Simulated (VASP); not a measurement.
Method: vdW-DF-cx, VASP's PBE PAW potentials (set 64) (plane waves; VASP).

VASP ran on this input.

**INCAR**
```
IBRION = 2
GGA = CX
ISIF = 4   ! ions and shape, fixed volume
NELM = 100   ! most electronic steps
ENCUT = 520   ! plane-wave cut-off (eV)
ALGO = Normal   ! blocked Davidson
EDIFFG = -0.01
LWAVE = .FALSE.
SYSTEM = SiO2
LREAL = .FALSE.
PREC = Accurate
EDIFF = 1E-7   ! SCF stop (eV)
LCHARG = .FALSE.
NSW = 30   ! most ionic steps
ISMEAR = 0   ! Gaussian
LUSE_VDW = .TRUE.
LASPH = .TRUE.   ! aspherical one-centre terms
SIGMA = 0.05
AGGAC = 0.0
```

### POSCAR
```
SiO2
1
    4.1569674967     0.0000000000     0.0000000000
    0.0000000000     4.1569674967     0.0000000000
    0.0000000000     0.0000000000     2.6627299288
Si O
2 4
Direct
  0.0000000000   0.0000000000   0.0000000000
  0.5000000000   0.5000000000   0.5000000000
  0.3055899714   0.3055899714   0.0000000000
  0.8055899714   0.1944100286   0.5000000000
  0.1944100286   0.8055899714   0.5000000000
  0.6944100286   0.6944100286   0.0000000000
```

File KPOINTS:
```
Automatic
0
Gamma
 5 5 8
0 0 0
```

POTCAR, in this order: Si O (PBE.64 set). Program: vasp_std.

The run wrote:

**OSZICAR**
```
       N       E                     dE             d eps       ncg     rms          rms(c)
DAV:   1     0.173573283219E+03    0.17357E+03   -0.18364E+04  1200   0.154E+03
DAV:   2    -0.361364383869E+02   -0.20971E+03   -0.20376E+03  1600   0.327E+02
DAV:   3    -0.430385315303E+02   -0.69021E+01   -0.68833E+01  1436   0.631E+01
DAV:   4    -0.430901342792E+02   -0.51603E-01   -0.51548E-01  1416   0.622E+00
DAV:   5    -0.430907142670E+02   -0.57999E-03   -0.57990E-03  1408   0.640E-01    0.178E+01
DAV:   6    -0.385811040484E+02    0.45096E+01   -0.17555E+01  1352   0.297E+01    0.858E+00
DAV:   7    -0.385839418085E+02   -0.28378E-02   -0.56421E-01  1408   0.519E+00    0.320E+00
DAV:   8    -0.385907666475E+02   -0.68248E-02   -0.21212E-02  1352   0.152E+00    0.107E+00
DAV:   9    -0.385944788174E+02   -0.37122E-02   -0.66579E-03  1408   0.869E-01    0.237E-01
DAV:  10    -0.385946499923E+02   -0.17117E-03   -0.41084E-04  1408   0.175E-01    0.419E-02
DAV:  11    -0.385946298078E+02    0.20185E-04   -0.95204E-05  1404   0.747E-02    0.129E-02
DAV:  12    -0.385946303081E+02   -0.50026E-06   -0.48146E-06  1416   0.169E-02    0.315E-03
DAV:  13    -0.385946303208E+02   -0.12737E-07   -0.37132E-07  1296   0.522E-03
   1 F= -.38594630E+02 E0= -.38594630E+02  d E =-.385946E+02
       N       E                     dE             d eps       ncg     rms          rms(c)
DAV:   1    -0.385967464504E+02   -0.21161E-02   -0.21778E+00  1236   0.126E+01    0.488E-01
DAV:   2    -0.385997386101E+02   -0.29922E-02   -0.62268E-02  1424   0.198E+00    0.253E-01
DAV:   3    -0.385979623515E+02    0.17763E-02   -0.16585E-03  1396   0.435E-01    0.929E-02
DAV:   4    -0.385978108745E+02    0.15148E-03   -0.10566E-03  1408   0.275E-01    0.261E-02
DAV:   5    -0.385978144314E+02   -0.35568E-05   -0.17107E-04  1364   0.118E-01    0.132E-02
DAV:   6    -0.385978093978E+02    0.50336E-05   -0.23469E-05  1376   0.520E-02    0.734E-03
DAV:   7    -0.385978084526E+02    0.94514E-06   -0.22097E-06  1356   0.175E-02    0.179E-03
DAV:   8    -0.385978085091E+02   -0.56486E-07   -0.56926E-07  1252   0.580E-03
   2 F= -.38597809E+02 E0= -.38597809E+02  d E =-.317819E-02
       N       E                     dE             d eps       ncg     rms          rms(c)
DAV:   1    -0.385981352042E+02   -0.32675E-03   -0.13702E-01  1220   0.315E+00    0.124E-01
DAV:   2    -0.385983269063E+02   -0.19170E-03   -0.39293E-03  1424   0.499E-01    0.632E-02
DAV:   3    -0.385982157966E+02    0.11111E-03   -0.10207E-04  1388   0.108E-01    0.233E-02
DAV:   4    -0.385982060579E+02    0.97387E-05   -0.67441E-05  1408   0.698E-02    0.633E-03
DAV:   5    -0.385982064591E+02   -0.40118E-06   -0.13149E-05  1364   0.335E-02    0.424E-03
DAV:   6    -0.385982057994E+02    0.65967E-06   -0.14093E-06  1360   0.131E-02    0.110E-03
DAV:   7    -0.385982058412E+02   -0.41812E-07   -0.22423E-07  1056   0.366E-03
   3 F= -.38598206E+02 E0= -.38598206E+02  d E =-.357552E-02
       N       E                     dE             d eps       ncg     rms          rms(c)
DAV:   1    -0.385987359055E+02   -0.53011E-03   -0.45446E-02  1312   0.188E+00    0.138E-01
DAV:   2    -0.385985067109E+02    0.22919E-03   -0.44484E-04  1376   0.179E-01    0.781E-02
DAV:   3    -0.385983818340E+02    0.12488E-03   -0.13860E-04  1408   0.107E-01    0.424E-03
DAV:   4    -0.385983827749E+02   -0.94096E-06   -0.90638E-06  1344   0.237E-02    0.376E-03
DAV:   5    -0.385983828688E+02   -0.93836E-07   -0.84087E-08   880   0.262E-03
   4 F= -.38598383E+02 E0= -.38598383E+02  d E =-.177028E-03
       N       E                     dE             d eps       ncg     rms          rms(c)
DAV:   1    -0.385984298276E+02   -0.47053E-04   -0.30080E-03  1308   0.484E-01    0.355E-02
DAV:   2    -0.385984149133E+02    0.14914E-04   -0.29332E-05  1372   0.459E-02    0.201E-02
DAV:   3    -0.385984067494E+02    0.81640E-05   -0.90741E-06  1408   0.273E-02    0.107E-03
DAV:   4    -0.385984067807E+02   -0.31308E-07   -0.58617E-07  1272   0.601E-03
   5 F= -.38598407E+02 E0= -.38598407E+02  d E =-.200939E-03
```

File OUTCAR:
```
------------------------ aborting loop because EDIFF is reached ----------------------------------------
  FORCE on cell =-STRESS in cart. coord.  units (eV):
  Direction    XX          YY          ZZ          XY          YZ          ZX
  --------------------------------------------------------------------------------------
  Total        2.6986201      2.6986201      2.6996897      0.0000000      0.0000000      0.0000000
  in kB       93.9662627     93.9662627     94.0035066      0.0000000      0.0000000      0.0000000
  external PRESSURE =      93.9786773 kB  Pullay stress =       0.0000000 kB
  volume of cell :       46.01
      direct lattice vectors                 reciprocal lattice vectors
     4.148228427  0.000000000  0.000000000     0.241066763 -0.000000000  0.000000000
     0.000000000  4.148228427  0.000000000     0.000000000  0.241066763  0.000000000
     0.000000000  0.000000000  2.673960889     0.000000000  0.000000000  0.373977048
 POSITION                                       TOTAL-FORCE (eV/Angst)
 -----------------------------------------------------------------------------------
      0.00000      0.00000      0.00000         0.000000      0.000000     -0.000000
      2.07411      2.07411      1.33698         0.000000      0.000000     -0.000000
      1.26344      1.26344      0.00000        -0.000084     -0.000084     -0.000000
      3.33755      0.81068      1.33698        -0.000084      0.000084     -0.000000
      0.81068      3.33755      1.33698         0.000084     -0.000084     -0.000000
      2.88479      2.88479      0.00000         0.000084      0.000084      0.000000
 -----------------------------------------------------------------------------------
    total drift:                                0.000000      0.000000     -0.000000
  FREE ENERGIE OF THE ION-ELECTRON SYSTEM (eV)
  ---------------------------------------------------
  free  energy   TOTEN  =       -38.5984067807 eV

  energy  without entropy=      -38.5984067807  energy(sigma->0) =      -38.59840678

 reached required accuracy - stopping structural energy minimisation
```
(Selected blocks of OUTCAR.)

### CONTCAR
```
SiO2
   1.00000000000000
     4.1482284268040166    0.0000000000000000    0.0000000000000000
     0.0000000000000000    4.1482284268040166    0.0000000000000000
     0.0000000000000000    0.0000000000000000    2.6739608889993258
  Si              O
     2     4
Direct
     0.0000000000000000    0.0000000000000000    0.0000000000000000
     0.5000000000000000    0.5000000000000000    0.5000000000000000
     0.3045724425452536    0.3045724425452536    0.0000000000000000
     0.8045724425452535    0.1954275574547465    0.5000000000000000
     0.1954275574547465    0.8045724425452535    0.5000000000000000
     0.6954275574547465    0.6954275574547465    0.0000000000000000
```

The compound is SiO2 in the rutile structure, stishovite, a high-pressure form. This cell is one point of a volume scan, at 0.97 of the reference volume. Symmetry was kept, so distortions that lower it aren't found.
